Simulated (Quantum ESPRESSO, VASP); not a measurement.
Fitting the PBE energy curve of HfRu3

It takes space group Pm-3m (No. 221, cubic). The conventional cell has a = 3.956 Å, b = 3.956 Å, c = 3.956 Å, α = 90.00°, β = 90.00°, γ = 90.00°. Around Hf (site symmetry m-3m) lie 12 Ru at 2.80 Å. Around Ru (site symmetry 4/mmm) lie 4 Hf at 2.80 Å and 8 Ru at 2.80 Å.

The cell comes from a database or a generator and needn't be the stable form of this composition.

The cell was scaled at fixed shape and fractions and run with VASP, PBE PAW files Hf_pv, Ru_pv, 520 eV; PBE, k mesh 7 × 7 × 7 on the cell of 4 atoms, fermi-dirac occupations of 0.05 eV, no spin polarisation, no spin-orbit coupling. Energies are those that the program minimises, any entropy of the smearing included. For a metal such a mesh isn't converged to the digits shown.

```csv
V (Å³/atom),energy over the lowest row (meV/atom)
14.5466,33.78
14.8561,11.97
15.1656,1.10
15.4751,0.00
15.7846,7.65
16.0941,?
16.4036,45.57
```

Question: Fit the third-order Birch-Murnaghan form, give V0, B0 and B′, and predict the energy left open.

Answer: With y = (V0/V)^(2/3), E = E0 + (9 V0 B0/16) [(y - 1)³ B′ + (y - 1)² (6 - 4y)]. Least squares through the rows shown give V0 = 15.3559 Å³/atom, E0 = -0.66 meV, B0 = 234.1 GPa (1 eV/Å³ = 160.218 GPa) and B′ = 4.55, with a largest miss of 0.01 meV. At V = 16.0941 the form with these constants gives 23.11 meV; the run gave 23.11 meV an atom. Other set-ups at this level, from all their volumes (Å³/atom, GPa): Quantum ESPRESSO, SSSP 1.3 efficiency PBE: V0 15.392, B0 233.3.
